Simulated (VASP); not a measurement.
Calculation: PBE GGA, VASP's PBE PAW potentials (set 64) (plane waves; VASP 6.6.1).

VASP ran on this input.

KPOINTS:
```
Automatic
0
Gamma
  5 5 4
0 0 0
```

**INCAR**
```
SYSTEM = GdP
PREC = Accurate
ENCUT = 400
EDIFF = 1E-6
NELM = 100
ALGO = Normal
LREAL = .FALSE.
LASPH = .TRUE.
ISMEAR = 0
SIGMA = 0.05
GGA = PE
LMAXMIX = 6
LWAVE = .FALSE.
LCHARG = .FALSE.
ISIF = 2
NBANDS = 36
```

File POSCAR:
```
GdP
1.0
  4.5821370000   0.0000000000   0.0000000000
  0.0000000000   4.5821370000   0.0000000000
  0.0000000000   0.0000000000   5.7738750000
Gd P
2 2
Cart
  2.2910685000   0.0000000000   1.3672536000
  0.0000000000   2.2910685000   4.4066214000
  0.0000000000   0.0000000000   0.0000000000
  2.2910685000   2.2910685000   0.0000000000
```

POTCAR, in this order: Gd_3 P (PBE.64 set). Program: vasp_std.

The 4f electrons are frozen in the core of the lanthanide potential, so 4f levels, which can set the real gap, and their magnetism are missing.

Question: Estimate the energy per atom (σ→0), pressure, largest force, band gap (on the k-mesh).

Answer: 
```yaml
energy per atom (σ→0): -5.421 eV/atom
band gap (on the k-mesh): none (metal, semimetal or under 0.01 eV)
pressure: 4.01 GPa
largest_force: 0.199 eV/Å
```

OSZICAR:
```
...
DAV:  10    -0.216925950159E+02   -0.15814E-02   -0.30049E-02  1496   0.486E-01    0.713E-01
DAV:  11    -0.216901135632E+02    0.24815E-02   -0.72574E-03  1452   0.198E-01    0.230E-01
DAV:  12    -0.216902511764E+02   -0.13761E-03   -0.58572E-04  1544   0.818E-02    0.270E-01
DAV:  13    -0.216902224739E+02    0.28703E-04   -0.36648E-05  1480   0.189E-02    0.131E-01
DAV:  14    -0.216902042711E+02    0.18203E-04   -0.19625E-05  1536   0.129E-02    0.457E-02
DAV:  15    -0.216901998528E+02    0.44183E-05   -0.10875E-05  1540   0.914E-03    0.646E-03
DAV:  16    -0.216902005730E+02   -0.72021E-06   -0.13571E-06  1016   0.355E-03
   1 F= -.21690201E+02 E0= -.21685517E+02  d E =-.936781E-02
```

The structure was generated: GdP was put into the litharge type (P4/nmm), which need not be its known phase. The cell was not relaxed at this level. The run is one of a series of settings (NBANDS = 36 against the base run), some of them coarse on purpose.
